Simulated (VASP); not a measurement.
Data:

```
CELL_PARAMETERS angstrom
     -0.02029     4.99324     4.99536
      4.99324    -0.02029     4.99536
      2.48647     2.48647     0.00000
ATOMIC_POSITIONS crystal
  Ca 0.00000 0.00000 0.00000
  Ca 0.00000 0.50000 0.00000
  Ca 0.50000 0.00000 0.00000
  O  0.23958 0.23958 0.52084
  O  0.22718 0.77282 0.50000
  O  0.77282 0.22718 0.50000
  O  0.76042 0.76042 0.47916
  Ba 0.50000 0.50000 0.00000
```

Calculation: PBEsol GGA, VASP's PBE PAW potentials (set 64) (plane waves; VASP). Settings: 520 eV cut-off, Gaussian smearing of 0.050 eV, potentials Ca_sv O Ba_sv.

Unless said otherwise, spin-orbit coupling is left out, though it shifts the bands of the heavy elements here.

Give the energies of bands 21 to 34 at the high-symmetry points, in eV from the valence-band maximum.

```
band      Γ      Y     C0      Z     A0      T      S      R
----  -----  -----  -----  -----  -----  -----  -----  -----
21    -3.00  -2.31  -2.12  -2.35  -2.85  -3.00  -2.09  -2.21
22    -2.32  -2.21  -2.09  -2.18  -2.20  -2.40  -1.95  -2.15
23    -1.62  -1.87  -1.98  -1.61  -1.68  -1.58  -1.63  -1.74
24    -1.46  -1.60  -1.50  -1.58  -1.58  -1.52  -1.42  -1.54
25    -1.45  -1.37  -1.27  -1.49  -1.53  -1.51  -1.14  -1.43
26    -1.37  -1.35  -1.24  -1.46  -1.34  -1.37  -1.13  -1.31
27    -1.04  -1.25  -1.20  -1.42  -1.31  -1.35  -1.05  -1.14
28    -0.66  -0.76  -0.94  -1.36  -1.26  -1.32  -1.03  -1.14
29    -0.62  -0.74  -0.85  -1.23  -0.82  -0.72  -0.93  -1.11
30    -0.20  -0.28  -0.41  -0.45  -0.35  -0.22  -0.85  -1.10
31    -0.15  -0.21  -0.41  -0.31  -0.27  -0.22  -0.78  -0.51
32     0.00  -0.06  -0.27  -0.21  -0.22  -0.13  -0.66  -0.22
33     2.63   3.54   3.80   4.65   2.79   2.52   3.82   3.70
34     3.80   3.88   4.18   5.33   3.07   2.79   4.80   4.24
```

The gap is indirect, 2.52 eV, from the valence maximum at Γ to the conduction minimum at T.

The structure was generated: BaCa3O4 was put into an ordered model structure (Cmmm), which need not be its known phase. It was relaxed first.
